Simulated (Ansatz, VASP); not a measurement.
# SiB in two plane-wave programs, part 2 of 2

One calculation is typed for both programs; each brings its own data sets and cutoff. How far apart do they land? The cell is invented: As first built, before any earlier steps moved the atoms (in the runner's words): it takes the HfB structure with some of its atoms replaced by other elements, volume scaled by an estimate. It may not be a known or stable phase. The cell is taken from a series of VASP runs on this material, whose earlier steps may have relaxed, scaled or displaced it; both programs get it as it stands.

VASP 6.6.1 and Ansatz 0.2.0.

So far. Step 3 (VASP: band structure, PBE): The run ends at a pressure of 0.08 GPa.

**6. VASP: band structure, LDA**

Level of this step: LDA; plane waves and PAW (Si, B); invented cell (VASP).

The same cell, functional (in two slightly different forms), mesh and smearing now go to VASP, with its own data sets and cutoff.

The input, INCAR:

```
SYSTEM = SiB
PREC = Accurate
ENCUT = 420
EDIFF = 1E-06
NELM = 100
ISMEAR = 0
SIGMA = 0.02
LREAL = .FALSE.
ALGO = Normal
GGA = CA
NBANDS = 15
LORBIT = 11
LWAVE = .FALSE.
LCHARG = .FALSE.
KPAR = 4
```

The input, POSCAR:

```
SiB
1.0
    0.0000000000      2.1606624327      2.1606624327
    2.1606624327      0.0000000000      2.1606624327
    2.1606624327      2.1606624327      0.0000000000
Si B
1 1
Direct
    0.5000000000      0.5000000000      0.5000000000
    0.0000000000      0.0000000000      0.0000000000
```

The input, KPOINTS:

```
Automatic mesh
0
Gamma
6 6 6
0 0 0
```

The input, KPOINTS_OPT:

```
Line mode
16
Line-mode
Reciprocal
  0.00000000   0.00000000   0.00000000 GAMMA
  0.50000000   0.00000000   0.50000000 X

  0.50000000   0.00000000   0.50000000 X
  0.50000000   0.25000000   0.75000000 W

  0.50000000   0.25000000   0.75000000 W
  0.37500000   0.37500000   0.75000000 K

  0.37500000   0.37500000   0.75000000 K
  0.00000000   0.00000000   0.00000000 GAMMA

  0.00000000   0.00000000   0.00000000 GAMMA
  0.50000000   0.50000000   0.50000000 L

  0.50000000   0.50000000   0.50000000 L
  0.62500000   0.25000000   0.62500000 U

  0.62500000   0.25000000   0.62500000 U
  0.50000000   0.25000000   0.75000000 W

  0.50000000   0.25000000   0.75000000 W
  0.50000000   0.50000000   0.50000000 L

  0.50000000   0.50000000   0.50000000 L
  0.37500000   0.37500000   0.75000000 K

  0.62500000   0.25000000   0.62500000 U
  0.50000000   0.00000000   0.50000000 X
```

The projector-augmented-wave data sets are Si and B (PBE family, release 64).

On the command line:

```bash
$ mpirun -np 4 vasp_std
```

Numbers of over 12 decimals in the logs are rounded to 6 here.

The program printed:

```text
[banner, memory and clock lines left out]
running    4 mpi-ranks, on    1 nodes
[...]
|                                                                             |
|               ----> ADVICE to this user running VASP <----                  |
|                                                                             |
|     You enforced a specific xc type in the INCAR file but a different       |
|     [... a line on the potential file left out ...]
|     I HOPE YOU KNOW WHAT YOU ARE DOING!                                     |
|                                                                             |

 LDA part: xc-table for (Slater(with rela. corr.)+CA(PZ))
 , standard interpolation
 POSCAR, INCAR and KPOINTS ok, starting setup
[...]
entering main loop
       N       E                     dE             d eps       ncg     rms          rms(c)
DAV:   1     0.628556544226E+00    0.62856E+00   -0.27427E+03   487   0.330E+02
DAV:   2    -0.123043198696E+02   -0.12933E+02   -0.12536E+02   641   0.710E+01
[...]
DAV:   4    -0.125905881976E+02   -0.37802E-03   -0.37801E-03   613   0.363E-01
[...]
DAV:   8    -0.122093939227E+02    0.13411E-02   -0.13492E-03   564   0.239E-01    0.852E-02
DAV:   9    -0.122093850903E+02    0.88324E-05   -0.27659E-05   557   0.295E-02    0.460E-02
DAV:  10    -0.122093857038E+02   -0.61346E-06   -0.83830E-07   415   0.369E-03
   1 F= -.12209386E+02 E0= -.12209189E+02  d E =-.392603E-03
 Start KPOINTS_OPT (optional k-point list driver)
k-point batch [1-16\160]
       N       E                     dE             ncg
DAV:   1     0.663116674247E+03   -0.17200E+04      480
DAV:   2     0.474404147143E+03   -0.18871E+03      613
DAV:   3     0.470069752827E+03   -0.43344E+01      557
DAV:   4     0.470064472344E+03   -0.52805E-02      557
DAV:   5     0.470064462871E+03   -0.94733E-05      564
DAV:   6     0.470064462849E+03   -0.21779E-07      486
[...]
k-point batch [145-160\160]
       N       E                     dE             ncg
DAV:   1     0.513608858981E+03   -0.37624E+04      480
DAV:   2     0.310654621414E+03   -0.20295E+03      649
DAV:   3     0.307508496849E+03   -0.31461E+01      627
DAV:   4     0.307504592490E+03   -0.39044E-02      592
DAV:   5     0.307504586038E+03   -0.64515E-05      606
DAV:   6     0.307504586022E+03   -0.15810E-07      599
```

From OUTCAR (step 6):

```text
  Total       -0.5811840     -0.5811840     -0.5811840      0.0000000      0.0000000     -0.0000000
  in kB      -46.1565606    -46.1565606    -46.1565606      0.0000000      0.0000000     -0.0000000
  external PRESSURE =     -46.1565606 kB  Pullay stress =       0.0000000 kB

 POSITION                                       TOTAL-FORCE (eV/Angst)
 -----------------------------------------------------------------------------------
      2.16066      2.16066      2.16066        -0.000000      0.000000      0.000000
      0.00000      0.00000      0.00000         0.000000     -0.000000     -0.000000
 -----------------------------------------------------------------------------------
    total drift:                                0.000000     -0.000000     -0.000000

  FREE ENERGIE OF THE ION-ELECTRON SYSTEM (eV)
  ---------------------------------------------------
  free  energy   TOTEN  =       -12.2093857038 eV

  energy  without entropy=      -12.2089931009  energy(sigma->0) =      -12.20918940

[... 2 parts as in an earlier step ...]

[... 1 further part left out ...]
[key lines of the parts left out:]
E-fermi :   9.2776
```

At this level the cell is under a tension of 4.6 GPa, so at these settings it is away from equilibrium.

**7. Side by side**

What differs besides the data sets and the points named for the pairs above, as far as they apply: the two LDA forms differ slightly; Ansatz makes its cores anew for this functional, VASP keeps those of its PBE data sets; VASP's log shows a relativistic correction to its local exchange, Ansatz's none. Total energies have different zeros and are not compared.

Both answers:

| quantity | Ansatz | VASP | difference |
| --- | --- | --- | --- |
| pressure (GPa) | -5.88 | -4.62 | -1.27 |
| pressure without Ansatz's Pulay correction (GPa) | -6.04 | -4.62 | -1.42 |

Levels from 3 eV below to 2 eV above the Fermi level differ by 13 meV r.m.s. and 31 meV at most; each VASP level is matched to the nearest of Ansatz, which flatters the figure a little. Ansatz's pressure holds a Pulay correction of 0.15 GPa; VASP's holds none.

**8. Further runs**

Further runs change the set-up of one program: Ansatz's method, potentials or start, or VASP's data sets, cutoff or form of LDA. The table gives Ansatz less VASP for each quantity, since a change that brings one quantity closer may part another.

```
                                        run  pressure (GPa)  pressure without Ansatz's Pulay correction (GPa)
                                   as above            -1.3                                              -1.4
    Ansatz's larger PAW set (cutoff 760 eV)            -1.3                                                  
norm-conserving potentials (cutoff 1034 eV)            -1.5                                              -1.6
```

**9. VASP: band structure, PBEsol**

With cell and atoms fixed, the geometry can't cause a difference; cores, projectors, grids and the points listed under the comparison can.

Changes to INCAR since step 6:

```diff
@@ -9,3 +9,3 @@
 ALGO = Normal
-GGA = CA
+GGA = PS
 NBANDS = 15
```

POSCAR is that of step 6.

KPOINTS is that of step 6.

KPOINTS_OPT is that of step 6.

On the command line:

```bash
$ mpirun -np 4 vasp_std
```

The program printed:

```text
[banner, memory and clock lines left out]
running    4 mpi-ranks, on    1 nodes
[...]
[... a notice as in an earlier step ...]

 LDA part: xc-table for (Slater+PW92), standard interpolation
 POSCAR, INCAR and KPOINTS ok, starting setup
[...]
entering main loop
       N       E                     dE             d eps       ncg     rms          rms(c)
DAV:   1     0.968145229930E+00    0.96815E+00   -0.27461E+03   487   0.330E+02
DAV:   2    -0.118756340249E+02   -0.12844E+02   -0.12455E+02   641   0.709E+01
DAV:   3    -0.121544706656E+02   -0.27884E+00   -0.27722E+00   543   0.714E+00
DAV:   4    -0.121548269677E+02   -0.35630E-03   -0.35629E-03   620   0.353E-01
[...]
DAV:   8    -0.117988871121E+02    0.12326E-02   -0.13551E-03   578   0.235E-01    0.123E-01
DAV:   9    -0.117988484452E+02    0.38667E-04   -0.65811E-05   557   0.449E-02    0.600E-02
DAV:  10    -0.117988481977E+02    0.24748E-06   -0.22421E-06   533   0.662E-03
   1 F= -.11798848E+02 E0= -.11798652E+02  d E =-.392603E-03
 Start KPOINTS_OPT (optional k-point list driver)
k-point batch [1-16\160]
       N       E                     dE             ncg
DAV:   1     0.674929972938E+03   -0.17082E+04      480
DAV:   2     0.487540694997E+03   -0.18739E+03      613
DAV:   3     0.483255575089E+03   -0.42851E+01      564
DAV:   4     0.483250441428E+03   -0.51337E-02      557
DAV:   5     0.483250432218E+03   -0.92101E-05      564
DAV:   6     0.483250432198E+03   -0.20660E-07      486
[...]
k-point batch [145-160\160]
       N       E                     dE             ncg
DAV:   1     0.523077152772E+03   -0.37530E+04      480
DAV:   2     0.321219328083E+03   -0.20186E+03      649
DAV:   3     0.318136788052E+03   -0.30825E+01      634
DAV:   4     0.318133098675E+03   -0.36894E-02      585
DAV:   5     0.318133092683E+03   -0.59916E-05      620
DAV:   6     0.318133092669E+03   -0.13858E-07      592
```

From OUTCAR (step 9):

```text
  Total       -0.3015078     -0.3015078     -0.3015078     -0.0000000      0.0000000      0.0000000
  in kB      -23.9451965    -23.9451965    -23.9451965     -0.0000000      0.0000000      0.0000000
  external PRESSURE =     -23.9451965 kB  Pullay stress =       0.0000000 kB

 POSITION                                       TOTAL-FORCE (eV/Angst)
 -----------------------------------------------------------------------------------
      2.16066      2.16066      2.16066         0.000000      0.000000     -0.000000
      0.00000      0.00000      0.00000         0.000000      0.000000      0.000000
 -----------------------------------------------------------------------------------
    total drift:                                0.000000     -0.000000     -0.000000

  FREE ENERGIE OF THE ION-ELECTRON SYSTEM (eV)
  ---------------------------------------------------
  free  energy   TOTEN  =       -11.7988481977 eV

  energy  without entropy=      -11.7984555948  energy(sigma->0) =      -11.79865190

[... 2 parts as in an earlier step ...]

[... 1 further part left out ...]
[key lines of the parts left out:]
E-fermi :   9.4437
```

At this level the cell is under a tension of 2.4 GPa, so at these settings it is away from equilibrium.

**10. Ansatz: band structure, PBEsol**

The same cell, functional, mesh and smearing now go to Ansatz, which takes its cutoff from its data sets.

The cell is taken from a series of VASP runs on this material, whose earlier steps may have relaxed, scaled or displaced it; both programs get it as it stands.

The input, input.yaml:

```yaml
crystal:
  lattice:
    - [0.0, 2.1606624327, 2.1606624327]
    - [2.1606624327, 0.0, 2.1606624327]
    - [2.1606624327, 2.1606624327, 0.0]
  atoms:
    - { symbol: Si, position: [0.5, 0.5, 0.5] }
    - { symbol: B, position: [0.0, 0.0, 0.0] }
hamiltonian:
  xc: pbesol
  pseudopotentials: { kind: paw }
kpoints:
  mp_grid: { grid: [6, 6, 6] }
  band_path:
    path:
      - [0.0, 0.0, 0.0]
      - [0.16667, 0.0, 0.16667]
      - [0.33333, 0.0, 0.33333]
      - [0.5, 0.0, 0.5]
      - [0.5, 0.08333, 0.58333]
      - [0.5, 0.18333, 0.68333]
      - [0.5, 0.25, 0.75]
      - [0.45, 0.3, 0.75]
      - [0.40833, 0.34167, 0.75]
      - [0.35, 0.35, 0.7]
      - [0.225, 0.225, 0.45]
      - [0.075, 0.075, 0.15]
      - [0.03333, 0.03333, 0.03333]
      - [0.23333, 0.23333, 0.23333]
      - [0.4, 0.4, 0.4]
      - [0.51667, 0.46667, 0.51667]
      - [0.55833, 0.38333, 0.55833]
      - [0.60833, 0.28333, 0.60833]
      - [0.60833, 0.25, 0.64167]
      - [0.55833, 0.25, 0.69167]
      - [0.51667, 0.25, 0.73333]
      - [0.5, 0.3, 0.7]
      - [0.5, 0.38333, 0.61667]
      - [0.5, 0.48333, 0.51667]
      - [0.475, 0.475, 0.55]
      - [0.425, 0.425, 0.65]
      - [0.38333, 0.38333, 0.73333]
      - [0.59167, 0.18333, 0.59167]
      - [0.55, 0.1, 0.55]
      - [0.5, 0.0, 0.5]
    npoints: 1
scf:
  occupations: { method: gaussian, width: 0.02 }
  n_extra_bands: 7
output:
  forces: true
  stress: true
  eigenvalues: true
```

On the command line:

```bash
$ ansatz run input.yaml --threads 2 --pin off --max-ram 4608MiB --backend cpu --events-out ev --progress --plain --runs-dir out
```

The program printed:

```text
[...]
Crystal: 2 atoms, lattice volume = 20.174 Å³
Basis set: ecut = 420 eV, 411 PW (Γ), exchange–correlation on 48×48×48 points (8 copies of the dense FFT grid, shifted against one another)
Bands: 11, of which v1, the nominal top of the filled ones, is band 4 counted from 1 (3 counted from 0)
Symmetry: 48 space group operations
[...]
k-points: 16 of 216
[...]
--- Band table (eV; the first three rows and the last of 16) ---
  k-point 0: bands = [-4.1699, 12.7017, 12.7017, 12.7017, 19.4280, 19.4280, 19.4280, 21.1639, ... 3 higher]
  k-point 1: bands = [-3.5653, 9.7672, 12.3896, 12.3896, 18.9299, 18.9299, 19.0741, 20.9669, ... 3 higher]
  k-point 2: bands = [-1.7660, 5.1703, 12.0673, 12.0673, 16.2830, 16.2830, 18.6925, 20.0380, ... 3 higher]
  k-point 15: bands = [3.5590, 3.8758, 5.7072, 6.0930, 14.3879, 17.5937, 20.5660, 24.2875, ... 3 higher]
[key lines of the parts left out:]
SCF converged after 6 iterations
Free energy (F): -773.173486 eV
Fermi energy:    10.971754 eV
P = ⅓ Tr σ = -2.6481 GPa (-26.481 kbar)
```

Wall time 0.93 s (2 threads of Arm Neoverse N1, shared host); peak memory 0.24 GiB.

**11. Comparison**

Compared:

```csv
quantity,Ansatz,VASP,difference
pressure (GPa),-2.65,-2.39,-0.25
pressure without Ansatz's Pulay correction (GPa),-2.77,-2.39,-0.38
```

Levels from 3 eV below to 2 eV above the Fermi level differ by 3 meV r.m.s. and 6 meV at most; each VASP level is matched to the nearest of Ansatz, which flatters the figure a little. Ansatz's pressure holds a Pulay correction of 0.12 GPa; VASP's holds none.

**12. Outcome**

| Property | Result |
| --- | --- |
| r.m.s. difference of levels near the Fermi level (band structure, PBE) | 1.3 meV |
| difference in pressure (band structure, LDA) | -1.3 GPa |
| r.m.s. difference of levels near the Fermi level (band structure, PBEsol) | 2.7 meV |

**Reading.** The difference in pressure is -1.3 GPa (band structure, LDA), beyond the 1 GPa picked in this series as the mark of a large difference. For band structure, LDA, no further run moves any of the tabulated differences by more than a quarter of its size. 1 further run of this series is not shown here. Such differences can come from data sets, numerical settings and the points named under the comparisons, not from the functional's error against experiment.

[Lines on the potential files, build, host, timing and source positions are cut from VASP's logs without a mark.]

[Logs are printed without paths, hosts, clocks, repeated set-up lines and the standing remarks that a program may print on its own settings, such as how far it seeks lower states.]

[Hosts, paths, dates, database ids (printed as entryN), source tags and the programs' standing remarks are cut or masked in the printed files.]
